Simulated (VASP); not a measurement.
An input for Quantum ESPRESSO's pw.x (written as the equivalent of a VASP run, and not itself run):

```
&CONTROL
  calculation = 'vc-relax'
  pseudo_dir = './pseudo'
  outdir = './out'
  tprnfor = .true.
  tstress = .true.
  nstep = 30
  forc_conv_thr = 0.00039
/
&SYSTEM
  ibrav = 0
  nat = 2
  ntyp = 1
  ecutwfc = 66
  occupations = 'smearing'
  smearing = 'methfessel-paxton'
  degauss = 0.00735
  input_dft = 'vdw-df-obk8'
/
&ELECTRONS
  conv_thr = 7.3e-09
  electron_maxstep = 100
/
&IONS
/
&CELL
  cell_dofree = 'shape'
/
ATOMIC_SPECIES
  Zr 91.224 Zr.upf
CELL_PARAMETERS angstrom
     1.5894833   -2.7530658    0.0000000
     1.5894833    2.7530658    0.0000000
     0.0000000    0.0000000    5.1223458
ATOMIC_POSITIONS crystal
  Zr   0.3333330  0.6666670  0.2500000
  Zr   0.6666670  0.3333330  0.7500000
K_POINTS automatic
  13 13 7 0 0 0
```

**Question.** Write the VASP files for the same calculation (optB88-vdW).

**Answer.** This is not unique; one that fits is 
POSCAR:
```
Zr
1
    1.5894832882    -2.7530657602     0.0000000000
    1.5894832882     2.7530657602     0.0000000000
    0.0000000000     0.0000000000     5.1223458047
Zr
2
Direct
  0.3333330000   0.6666670000   0.2500000000
  0.6666670000   0.3333330000   0.7500000000
```

INCAR:
```
ALGO = Normal   # blocked Davidson
LWAVE = .FALSE.
ISMEAR = 1   # Methfessel-Paxton
LUSE_VDW = .TRUE.
LCHARG = .FALSE.
ISIF = 4
SYSTEM = Zr
EDIFF = 1E-7
LMAXMIX = 4
AGGAC = 0.0
SIGMA = 0.1   # width (eV)
LREAL = .FALSE.   # projection in real space or not
ENCUT = 520   # plane-wave cut-off (eV)
LASPH = .TRUE.
GGA = BO
NELM = 100   # most electronic steps
PREC = Accurate
EDIFFG = -0.01
PARAM2 = 0.22
NSW = 30
IBRION = 2
PARAM1 = 0.1833333333
```

File KPOINTS:
```
Automatic
0
Gamma
 13 13 7
```

POTCAR, in this order: Zr_sv (PBE.64 set). Program: vasp_std.

The two are equivalent in intent, not identical: the potentials are each code's own (VASP's PAW set, PseudoDojo norm-conserving files in pw.x), so ENCUT and ecutwfc are chosen apart and not converted; conv_thr bounds pw.x's estimated SCF error, while EDIFF bounds the energy change between steps; forc_conv_thr acts on force components and is met together with etot_conv_thr.

The compound is Zr in the hcp structure. This cell is one point of a volume scan, at 0.97 of the reference volume.
